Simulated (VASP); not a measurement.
Data:

```
Hg3ZnTe4
1.0
    6.53160     0.00000     0.00000
    0.00000     6.53160     0.00000
    0.00000     0.00000     6.53160
Zn Te Hg
1 4 3
Direct
  0.00000   0.00000   0.00000
  0.23906   0.23906   0.23906
  0.76094   0.76094   0.23906
  0.76094   0.23906   0.76094
  0.23906   0.76094   0.76094
  0.50000   0.50000   0.00000
  0.50000   0.00000   0.50000
  0.00000   0.50000   0.50000
```

These are PBE GGA, VASP's PBE PAW potentials (set 64) (plane waves; VASP) values and carry that method's errors. Settings: 400 eV cut-off, 3×3×3 Γ-centred mesh, Gaussian smearing of 0.050 eV, potentials Zn Te Hg.

Unless said otherwise, spin-orbit coupling is left out, though it shifts the bands of the heavy elements here.

Question: Estimate the energy per atom (σ→0), band gap (on the k-mesh) with the smallest direct gap where there is one.

Answer: 
* **band gap (on the k-mesh)**: none (metal, semimetal or under 0.01 eV)
* **energy per atom (σ→0)**: -2.003 eV/atom

The absolute energy has meaning only against runs of the same code, potentials and settings.

The structure was generated: Hg3ZnTe4 was put into an ordered model structure (P-43m), which need not be its known phase. It was relaxed first, which changed the volume by +8 %. The k-mesh is coarse (spacing up to 0.32 per Å, 2π included), so the numbers may not be converged in it.
